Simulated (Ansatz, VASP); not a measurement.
# ZrB2: VASP beside Ansatz

One calculation is typed for both programs; each brings its own data sets. How far apart do they land? Of the first pair: The cell is taken from a series of runs on this material, whose earlier steps may have relaxed, scaled, displaced or heated it; both programs get it as it stands.

Method: plane waves, with VASP 6.6.1 beside it; relaxation of cell and atoms at PBEsol and single point at PBEsol, in Ansatz 0.2.0.

### Step 1. Set-up

It takes space group P6/mmm (No. 191, hexagonal). The conventional cell has a = 3.155 Å, b = 3.155 Å, c = 3.507 Å, α = 90.00°, β = 90.00°, γ = 120.00°. Nearest to B lie 3 B at 1.82 Å and 6 Zr at 2.53 Å. Nearest to Zr lie 12 B at 2.53 Å. Farther neighbours are not listed.

Coordinates:

```cif
data_structure
_symmetry_space_group_name_H-M 'P 1'
_symmetry_Int_Tables_number 1
_cell_length_a 3.1549
_cell_length_b 3.1549
_cell_length_c 3.5074
_cell_angle_alpha 90.000
_cell_angle_beta 90.000
_cell_angle_gamma 120.000
_cell_volume 30.23
loop_
_atom_site_label
_atom_site_type_symbol
_atom_site_fract_x
_atom_site_fract_y
_atom_site_fract_z
_atom_site_occupancy
B1 B 0.33333 0.66667 0.50000 1
B2 B 0.66667 0.33333 0.50000 1
Zr3 Zr 0.00000 0.00000 0.00000 1
```

### Step 2. VASP: relaxation of cell and atoms, PBEsol

The relaxed volume is the usual yardstick between codes: in a stiff, nearly cubic crystal its relative difference is about their pressure difference at one cell divided by the bulk modulus.

Lines of VASP's logs that name or quote its potential files are left out, and so is its time.

File INCAR:

```
SYSTEM = ZrB2
PREC = Accurate
ENCUT = 500
EDIFF = 1E-07
NELM = 120
ISMEAR = 1
SIGMA = 0.2
LREAL = .FALSE.
ALGO = Normal
GGA = PS
NBANDS = 15
LASPH = .TRUE.
LORBIT = 11
LWAVE = .FALSE.
LCHARG = .FALSE.
ISIF = 3
IBRION = 2
NSW = 80
EDIFFG = -0.005
GGA_COMPAT = .FALSE.
NELMIN = 4
KPAR = 2
```

File POSCAR:

```
ZrB2
1.0
    3.1548870000      0.0000000000      0.0000000000
   -1.5774440000      2.7322120000      0.0000000000
    0.0000000000      0.0000000000      3.5073910000
B Zr
2 1
Direct
    0.3333335000      0.6666667887      0.4999998574
    0.6666668170      0.3333332113      0.4999998574
    0.0000000000      0.0000000000      0.0000000000
```

File KPOINTS:

```
Automatic mesh
0
Gamma
15 15 12
0 0 0
```

The projector-augmented-wave data sets are B and Zr_sv (PBE family, release 64).

Started as:

```console
$ mpirun -np 2 vasp_std
```

Numbers of over 12 decimals in the logs are rounded to 6 here.

Output:

```text
[banner, memory and clock lines left out]
running    2 mpi-ranks, on    1 nodes
 distrk:  each k-point on    1 cores,    2 groups
 distr:  one band on    1 cores,    1 groups

 POSCAR found type information on POSCAR B Zr
 POSCAR found :  2 types and       3 ions
|                                                                             |
|               ----> ADVICE to this user running VASP <----                  |
|                                                                             |
|     You enforced a specific xc type in the INCAR file but a different       |
|     [... a line on the potential file left out ...]
|     I HOPE YOU KNOW WHAT YOU ARE DOING!                                     |
|                                                                             |

 LDA part: xc-table for (Slater+PW92), standard interpolation
 POSCAR, INCAR and KPOINTS ok, starting setup
 FFT: planning ... GRIDC
 FFT: planning ... GRID_SOFT
 FFT: planning ... GRID
 WAVECAR not read
 entering main loop
       N       E                     dE             d eps       ncg     rms          rms(c)
DAV:   1     0.999375193913E+02    0.99938E+02   -0.95891E+03  5678   0.117E+03
DAV:   2    -0.247519678214E+02   -0.12469E+03   -0.12013E+03  7177   0.298E+02
DAV:   3    -0.289035904976E+02   -0.41516E+01   -0.41320E+01  9130   0.477E+01
DAV:   4    -0.289691881217E+02   -0.65598E-01   -0.65588E-01  6565   0.548E+00
DAV:   5    -0.289703475219E+02   -0.11594E-02   -0.11594E-02  8845   0.546E-01    0.230E+01
DAV:   6    -0.264542487496E+02    0.25161E+01   -0.58238E+00  7119   0.169E+01    0.956E+00
DAV:   7    -0.264057938470E+02    0.48455E-01   -0.69835E-01  8316   0.533E+00    0.335E+00
DAV:   8    -0.264060067163E+02   -0.21287E-03   -0.10096E-01  6823   0.272E+00    0.519E-01
DAV:   9    -0.264022200799E+02    0.37866E-02   -0.20390E-02  7129   0.111E+00    0.196E-01
DAV:  10    -0.264019138236E+02    0.30626E-03   -0.14016E-03  6678   0.358E-01    0.401E-02
DAV:  11    -0.264019184331E+02   -0.46094E-05   -0.66303E-05  8017   0.762E-02    0.120E-02
DAV:  12    -0.264019166492E+02    0.17839E-05   -0.31642E-06  7444   0.123E-02    0.528E-03
DAV:  13    -0.264019164748E+02    0.17440E-06   -0.53012E-07  8034   0.579E-03    0.195E-03
DAV:  14    -0.264019164175E+02    0.57248E-07   -0.33556E-08  3241   0.189E-03
   1 F= -.26401916E+02 E0= -.26402090E+02  d E =-.264019E+02
 curvature:   0.00 expect dE= 0.000E+00 dE for cont linesearch  0.000E+00
 trial: gam= 0.00000 g(F)=  0.219E-42 g(S)=  0.154E-03 ort = 0.000E+00 (trialstep = 0.100E+01)
 search vector abs. value=  0.154E-03
 bond charge predicted
       N       E                     dE             d eps       ncg     rms          rms(c)
DAV:   1    -0.264026642546E+02   -0.74778E-03   -0.24273E-02  6468   0.156E+00    0.367E-01
DAV:   2    -0.264019600026E+02    0.70425E-03   -0.20314E-03  6529   0.485E-01    0.925E-02
DAV:   3    -0.264018728464E+02    0.87156E-04   -0.54093E-04  8856   0.172E-01    0.383E-02
DAV:   4    -0.264018848084E+02   -0.11962E-04   -0.23806E-05  8231   0.341E-02    0.186E-02
DAV:   5    -0.264018934435E+02   -0.86351E-05   -0.23099E-05  9001   0.274E-02    0.126E-02
DAV:   6    -0.264018939812E+02   -0.53767E-06   -0.11177E-06  9052   0.834E-03    0.393E-03
DAV:   7    -0.264018938373E+02    0.14393E-06   -0.16978E-07  5606   0.346E-03    0.112E-03
DAV:   8    -0.264018937828E+02    0.54440E-07   -0.14974E-08  3157   0.130E-03
   2 F= -.26401894E+02 E0= -.26402068E+02  d E =0.226347E-04
 trial-energy change:    0.000023  1 .order    0.000021   -0.000154    0.000196
 step:   0.4332(harm=  0.4396)  dis= 0.00000  next Energy=   -26.401950 (dE=-0.332E-04)
 bond charge predicted
       N       E                     dE             d eps       ncg     rms          rms(c)
DAV:   1    -0.264021964193E+02   -0.30258E-03   -0.78025E-03  6475   0.884E-01    0.208E-01
DAV:   2    -0.264019659593E+02    0.23046E-03   -0.64526E-04  6515   0.273E-01    0.525E-02
DAV:   3    -0.264019381079E+02    0.27851E-04   -0.17569E-04  8858   0.978E-02    0.219E-02
DAV:   4    -0.264019438630E+02   -0.57551E-05   -0.75816E-06  8219   0.193E-02    0.105E-02
DAV:   5    -0.264019483070E+02   -0.44440E-05   -0.74116E-06  8987   0.156E-02    0.722E-03
DAV:   6    -0.264019493097E+02   -0.10027E-05   -0.35004E-07  8392   0.475E-03    0.220E-03
DAV:   7    -0.264019495047E+02   -0.19508E-06   -0.56279E-08  3724   0.207E-03    0.542E-04
DAV:   8    -0.264019495377E+02   -0.32958E-07   -0.13988E-08  3045   0.106E-03
   3 F= -.26401950E+02 E0= -.26402123E+02  d E =-.331202E-04
 curvature:  -0.22 expect dE=-0.338E-07 dE for cont linesearch -0.795E-08
 trial: gam=-0.01434 g(F)=  0.179E-43 g(S)=  0.154E-06 ort = 0.236E-05 (trialstep = 0.887E+00)
 search vector abs. value=  0.118E-06
 reached required accuracy - stopping structural energy minimisation
```

OUTCAR, selected parts (step 2):

```text
ion  position               nearest neighbor table
   1  0.333  0.667  0.500-   2 1.82   2 1.82   2 1.82   3 2.53   3 2.53   3 2.53   3 2.53   3 2.53
                             3 2.53
   2  0.667  0.333  0.500-   1 1.82   1 1.82   1 1.82   3 2.53   3 2.53   3 2.53   3 2.53   3 2.53
                             3 2.53
   3  0.000  0.000  0.000-   2 2.53   1 2.53   1 2.53   2 2.53   1 2.53   2 2.53   2 2.53   1 2.53
                             1 2.53   2 2.53   1 2.53   2 2.53

  LATTYP: Found a hexagonal cell.
 ALAT       =     3.1548870000
 C/A-ratio  =     1.1117326865

 Subroutine GETGRP returns: Found 24 space group operations
 (whereof 24 operations were pure point group operations)

The static configuration has the point symmetry D_6h.

 Found    189 irreducible k-points:

   k-points           NKPTS =    189   k-points in BZ     NKDIM =    189   number of bands    NBANDS=     15

   dimension x,y,z NGX =    24 NGY =   24 NGZ =   28
   dimension x,y,z NGXF=    48 NGYF=   48 NGZF=   56

   ENCUT  =  500.0 eV  36.75 Ry    6.06 a.u.   5.75  5.75  6.39*2*pi/ulx,y,z

   NELECT =      18.0000    total number of electrons

 k-points in reciprocal lattice and weights: Automatic mesh
   0.00000000  0.00000000  0.00000000       0.000
   0.06666667 -0.00000000  0.00000000       0.002
   0.13333333 -0.00000000  0.00000000       0.002
   0.20000000  0.00000000  0.00000000       0.002
   0.26666667 -0.00000000  0.00000000       0.002
   0.33333333  0.00000000  0.00000000       0.002
   0.40000000  0.00000000  0.00000000       0.002
   0.46666667  0.00000000  0.00000000       0.002
   0.06666667  0.06666667  0.00000000       0.002
[...]
0.33333333  0.26666667  0.50000000       0.004
   0.33333333  0.33333333  0.50000000       0.001

 average (electrostatic) potential at core
       1 -21.9184       2 -21.9184       3 -72.3433

 E-fermi :  10.5848

 k-point     1 :       0.0000    0.0000    0.0000
  band No.  band energies     occupation
    ...
      5      -2.1662      2.00000
      6       7.9305      2.00000
      7       7.9306      2.00000
      8       7.9522      2.00000
      9       8.3079      2.00000
     10      14.0655     -0.00000
     11      14.0655     -0.00000
     12      14.8991      0.00000
     13      14.8991      0.00000
     14      15.5827      0.00000
    ...

 k-point     2 :       0.0667   -0.0000    0.0000
  band No.  band energies     occupation
    ...
      5      -2.0752      2.00000
      6       7.6653      2.00000
      7       7.9360      2.00000
      8       8.0406      2.00000
      9       8.2009      2.00000
     10      14.0073     -0.00000
     11      14.2193     -0.00000
     12      14.2697     -0.00000
     13      14.4817     -0.00000
     14      15.9811      0.00000
    ...

 k-point     3 :       0.1333   -0.0000    0.0000
  band No.  band energies     occupation
    ...
      5      -1.8094      2.00000
      6       6.9919      2.00000
      7       7.9278      2.00000
      8       7.9371      2.00000
      9       8.2658      2.00000
     10      13.4178     -0.00000
     11      13.8489     -0.00000
     12      14.0823     -0.00000
     13      14.5423     -0.00000
     14      16.7207      0.00000
    ...

  Total       -0.0002077     -0.0002077      0.0030777      0.0000000      0.0000000     -0.0000000
  in kB       -0.0109933     -0.0109933      0.1629097      0.0000000      0.0000000     -0.0000000
  external PRESSURE =       0.0469743 kB  Pullay stress =       0.0000000 kB

  energy-cutoff  :      500.00
  volume of cell :       30.27
      direct lattice vectors                 reciprocal lattice vectors
     3.156139331 -0.000000000  0.000000000     0.316842793  0.182929349 -0.000000000
    -1.578070166  2.733296550  0.000000000     0.000000000  0.365858582 -0.000000000
     0.000000000  0.000000000  3.508742950     0.000000000  0.000000000  0.285002354

 POSITION                                       TOTAL-FORCE (eV/Angst)
 -----------------------------------------------------------------------------------
     -0.00000      1.82220      1.75437        -0.000000     -0.000000      0.000000
      1.57807      0.91110      1.75437         0.000000     -0.000000      0.000000
      0.00000     -0.00000      0.00000        -0.000000      0.000000      0.000000
 -----------------------------------------------------------------------------------
    total drift:                               -0.000038     -0.000000      0.000037

  FREE ENERGIE OF THE ION-ELECTRON SYSTEM (eV)
  ---------------------------------------------------
  free  energy   TOTEN  =       -26.4019495377 eV

  energy  without entropy=      -26.4024712445  energy(sigma->0) =      -26.40212344

 reached required accuracy - stopping structural energy minimisation

 total charge
# of ion       s       p       d       tot
------------------------------------------
    1        0.665   1.248   0.000   1.913
    2        0.665   1.248   0.000   1.913
    3        2.173   6.032   1.804  10.009
--------------------------------------------------
tot          3.503   8.528   1.804  13.835

[... 3 further parts left out ...]
```

CONTCAR:

```
ZrB2
   1.00000000000000
     3.1561393306558760   -0.0000000002291788    0.0000000000000000
    -1.5780701657248877    2.7332965499334696    0.0000000000000000
     0.0000000000000000    0.0000000000000000    3.5087429498886564
  B               Zr
     2     1
Direct
     0.3333335000000019    0.6666667886999988    0.4999998573999989
     0.6666668169999994    0.3333332113000012    0.4999998573999989
     0.0000000000000000    0.0000000000000000    0.0000000000000000
```

The run keeps the 24 symmetry operations of its start, so it cannot find a distortion of lower symmetry.

### Step 3. Ansatz: relaxation of cell and atoms, PBEsol

Ansatz runs on its PAW soft_1 files.

The same cell, functional, mesh and smearing now go to Ansatz, which takes its cutoff from its data sets.

File input.yaml:

```yaml
crystal:
  lattice:
    - [3.1548871786, 0.0, 0.0]
    - [-1.5774435893, 2.7322124428, 0.0]
    - [0.0, 0.0, 3.5073905769]
  atoms:
    - { symbol: B, position: [0.3333333333, 0.6666666667, 0.5] }
    - { symbol: B, position: [0.6666666667, 0.3333333333, 0.5] }
    - { symbol: Zr, position: [0.0, 0.0, 0.0] }
kpoints:
  mp_grid: { grid: [15, 15, 12] }
hamiltonian:
  xc: pbesol
  pseudopotentials: { kind: paw, azcp: { folder: soft_1 }, xc_functional: pbe }
scf:
  occupations: { method: methfessel_paxton, width: 0.2 }
output:
  forces: true
  stress: true
  eigenvalues: true
relax:
  adjacent_minimum: "off"
  f_tol: 0.001
  max_steps: 60
  cell: { stress_tol: 0.01 }
```

Started as:

```console
$ ansatz run input.yaml --threads 4 --pin off --max-ram 10240MiB --backend cpu --events-out ev --progress --plain --runs-dir out
```

Output:

```text
Engine: ansatz 0.2.0, x86_64-unknown-linux-gnu
Pseudopotentials: kind: paw
Pseudopotential: B, paw, valence charge 3, recommended cutoff 420 eV (normal), soft_1/B.paw.azcp
Pseudopotential: Zr, paw, valence charge 12, recommended cutoff 420 eV (normal), soft_1/Zr.paw.azcp
Functional definition: PBEsol
  exchange = pbesol_x
  correlation = pbesol_c
Crystal: 3 atoms, lattice volume = 30.233 Å³
Basis set: ecut = 420 eV, 563 PW (Γ), exchange–correlation on 48×48×48 points (8 copies of the dense FFT grid, shifted against one another)
Bands: 13, of which v1, the nominal top of the filled ones, is band 9 counted from 1 (8 counted from 0)
Symmetry: 24 space group operations
Space group: P6/mmm (ITA 191), of the structure as read, at distance tolerance 3.1e-5 Å
k-points: 189 of 2700
Non-local potential: B, projectors of the file, l = 0: 2, l = 1: 2, l = 2: 1
Non-local potential: Zr, projectors of the file, l = 0: 3, l = 1: 2, l = 2: 2, l = 3: 1
PAW form: soft (Blöchl's): semilocal exchange-correlation on the pseudo side does not see the compensation charge
PAW frozen core: B, regenerated for the run's functional, and the local potential with it (the file was generated under x = pbe(κ = 0.804, μ = 0.219515), c = pbe(β = 0.066725))
PAW frozen core: Zr, regenerated for the run's functional, and the local potential with it (the file was generated under x = pbe(κ = 0.804, μ = 0.219515), c = pbe(β = 0.066725))
PAW one-centre angular grid: B, 110 points (default); XC on 64 Gauss nodes
PAW one-centre angular grid: Zr, 590 points (default); XC on 64 Gauss nodes
Initial density: superposition of atomic densities (chi_scale 0.1, normalization cell, long waves kept (reshape's long-wave potential 0.00 eV rms))
Initial wavefunctions: pseudopotential atomic-orbital guess
Functional: x = pbesol(κ = 0.804, μ = 0.123457), c = pbesol(β = 0.046)
SCF iter   1: F=—  HF=-4437.738335 eV  |F-HF|=—  |Δ(HF+E_count)|=         —  Δρ=5.50e-2  dr2=1.67e0  ethr=3.10e-3  ⟨swp⟩=4.9  Hψ=11872  notcnv=0
preconditioner: auto → none  [metal: Δε(μ)=0.054 eV  Ē_g=17.061 eV  σ=0.200 eV  W_gap=0.22  n_scr=8 (ndim 8)  ℏωp=27.0 eV  f_vac=0.000  D(μ)=0.24/eV (n_scr^D=0)  sad-step TF]
SCF iter   2: F=—  HF=-4437.353231 eV  |F-HF|=—  |Δ(HF+E_count)|=   3.85e-1  S|Δr|=    0.00e0  Δρ=2.76e-2  dr2=3.82e-1  ethr=3.10e-3  ⟨swp⟩=2.1  Hψ=4790  notcnv=0
SCF iter   3: F=—  HF=-4437.242377 eV  |F-HF|=—  |Δ(HF+E_count)|=   1.11e-1  S|Δr|=    0.00e0  Δρ=2.23e-3  dr2=1.04e-3  ethr=2.12e-3  ⟨swp⟩=2.1  Hψ=4211  notcnv=0
SCF iter   4: F=—  HF=-4437.242803 eV  |F-HF|=—  |Δ(HF+E_count)|=   4.25e-4  S|Δr|=    0.00e0  Δρ=4.03e-4  dr2=4.23e-5  ethr=5.76e-6  ⟨swp⟩=2.4  Hψ=5457  notcnv=0
SCF iter   5: F=—  HF=-4437.242805 eV  |F-HF|=—  |Δ(HF+E_count)|=   2.25e-6  S|Δr|=    0.00e0  Δρ=4.59e-5  dr2=7.58e-7  ethr=2.35e-7  ⟨swp⟩=2.3  Hψ=3851  notcnv=0
SCF iter   6: F=-4437.242805 eV  HF=-4437.242805 eV  |F-HF|=6.11e-9  |Δ(HF+E_count)|=   5.62e-8  S|Δr|=    0.00e0  Δρ=7.26e-6  dr2=1.10e-8  ethr=5.56e-10  ⟨swp⟩=5.4  Hψ=11632  notcnv=0
SCF 1 converged in 6 iterations: F = -4437.242805 eV  dr2 = 1.10e-8
  greatest PAW one-centre occupation: 0.996 electrons in one spin orbital (limit 2), on the Zr atom at site 2 (counted from 0), in its partial waves of l = 0
relax step   1: F+E_penalty+E_count = -4437.24280494 eV  Δ(F+E_penalty+E_count) = +0.000e0 eV  max|allowed force component| = 1.419e-16 eV/Å  Δτ_max = 0.0000 Å  P = -0.019 GPa  Ω = 30.233 Å³  (6 SCF iters, dr2 threshold 1.00e-7 eV, accepted)
[...]
relax step   2: F+E_penalty+E_count = -4437.24280662 eV  Δ(F+E_penalty+E_count) = -1.681e-6 eV  max|allowed force component| = 2.899e-16 eV/Å  Δτ_max = 0.0000 Å  P = +0.002 GPa  Ω = 30.231 Å³  energy of the carried Pulay correction = +1.465e-6 eV  (3 SCF iters, dr2 threshold 1.80e-9 eV, accepted)
[...]
relax step   3: F+E_penalty+E_count = -4437.24280493 eV  Δ(F+E_penalty+E_count) = +1.686e-6 eV  max|allowed force component| = 2.467e-16 eV/Å  Δτ_max = 0.0000 Å  P = +0.002 GPa  Ω = 30.231 Å³  stress off target by 1.96e-3 GPa  SCF on the basis re-selected at this cell (its energy is not comparable with the rows above)  (5 SCF iters)
basis re-selected at this cell: Δ(F+E_penalty+E_count) = +1.686e-6 eV, ΔP = -0.000 GPa vs the last step (what re-selecting the basis moved, of the pressure what is left beyond the Pulay correction that the steps carried, after the strain that the cell walked since its last selection, with what the two solves' SCF thresholds leave and, on support functions, any second-order correction that the steps lacked; it is no m [...]
SCF converged after 5 iterations
Stability not checked: this state was not tested for a lower state beside it, because cold or Methfessel-Paxton smearing, or corrected tetrahedra, fill the levels in a way that the test cannot read (fill_not_monotonic; see scf.lower_state_search)
Free energy (F): -4437.242805 eV
Harris-Foulkes:  -4437.242805 eV  (|F-HF|=1.82e-12)
Internal energy: -4437.243327 eV  (E = F + TS)
E sigma→0 (E₀):  -4437.242936 eV
Entropy (-TS):   0.000522 eV (0.174 meV/atom)
Fermi energy:    15.918405 eV
--- Per-component energies (eV) ---
  E_band       = -21.730155
  E_kinetic    = 419.462919
  E_local      = -520.739809  (includes V_loc(G=0)·N_el)
  E_nonlocal   = 91.097601
  E_hartree    = 176.399628
  E_xc         = -222.018336
  E_vxc        = -263.582860  (∫ρ·V_xc dr)
  E_paw        = -3060.002484  (= ΣΔE_a)
  E_vpaw       = -100.767232  (= ΣTr[D̂ρ^β])
  E_aug_tail   = -0.000009  (compensation charges beyond the density's cutoff)
  E_ewald      = -1321.637979
  E_core_change = 0.195143  (= ΣΔE_core)
  E_smearing   = 0.000522  (= −TS)
  E_closure    = 0.000000  (closes the sum)
  Σ components = -4437.242805   (vs F -4437.242805, Δ=0.00e0)
--- Forces (eV/Å), atoms counted from 1 ---
  atom   1  B      0.00000000    -0.00000000     0.00000000
  atom   2  B      0.00000000     0.00000000     0.00000000
  atom   3  Zr    -0.00000000     0.00000000     0.00000000
  max |Σ_I F_I| component: 3.70e-17 eV/Å
--- Stress (GPa, compression-positive) ---
        0.001961       0.000000      -0.000000
        0.000000       0.001961      -0.000000
       -0.000000      -0.000000       0.001106
  P = ⅓ Tr σ = 0.0017 GPa (0.017 kbar)
--- Band table (eV; the first three rows and the last of 189) ---
  k-point 0: bands = [... 5 lower, 13.2612, 13.2612, 13.2836, 13.6440, 19.4014, 19.4014, 20.2325, 20.2325]
  k-point 1: bands = [... 5 lower, 12.5607, 13.3282, 13.3282, 14.3340, 18.8270, 18.8270, 20.0089, 20.0089]
  k-point 2: bands = [... 5 lower, 11.6505, 13.5267, 13.5267, 15.1700, 17.9646, 17.9646, 19.4189, 19.4189]
  k-point 188: bands = [... 5 lower, 7.1440, 11.0116, 13.2598, 13.2598, 20.1311, 22.1555, 22.1555, 22.6749]
--- Relaxed structure (2 steps of the walk, 2 accepted, 1 SCFs on fresh bases) ---
  F+E_penalty+E_count = -4437.24280493 eV   max|allowed force component| = 2.467e-16 eV/Å   (the final SCF, on the basis selected at the relaxed cell)
  cell:  # Å, volume = 30.2306 Å³
    - [3.154739, 0.0, 0.0]
    - [-1.577370, 2.732084, 0.0]
    - [0.0, 0.0, 3.507436]
  atoms:
    - { symbol: B, position: [0.333333, 0.666667, 0.500000] }
    - { symbol: B, position: [0.666667, 0.333333, 0.500000] }
    - { symbol: Zr, position: [0, 0, 0.0] }
```

Reading the cycles: dr2 is the Hartree energy of the density residual (eV), the measure of convergence; HF is the Harris–Foulkes estimate of the energy, which meets the free energy F at convergence.

### Step 4. Side by side

Known differences besides the potentials themselves: the cutoff is 420 eV in Ansatz and 500 eV in VASP; Ansatz makes its cores anew for this functional, VASP keeps those of its PBE data sets; Ansatz adds a Pulay correction to the stress that steers its cell, VASP none. Total energies have different zeros and are not compared.

Both answers:

```csv
quantity,Ansatz,VASP,difference
volume (Å³),30.23,30.27,-0.13 %
"edge a after relaxation, in the typed setting (Å)",3.155,3.156,-0.04 %
"edge c after relaxation, in the typed setting (Å)",3.507,3.509,-0.04 %
```

(Continued in part 2 of 2.)

[Lines on the potential files, build, host, timing and source positions are cut from VASP's logs without a mark.]

[Logs are printed without paths, hosts, clocks, repeated set-up lines and the standing remarks that a program may print on its own settings, such as how far it seeks lower states.]

[Hosts, paths, dates, database ids (printed as entryN), source tags and the programs' standing remarks are cut or masked in the printed files.]
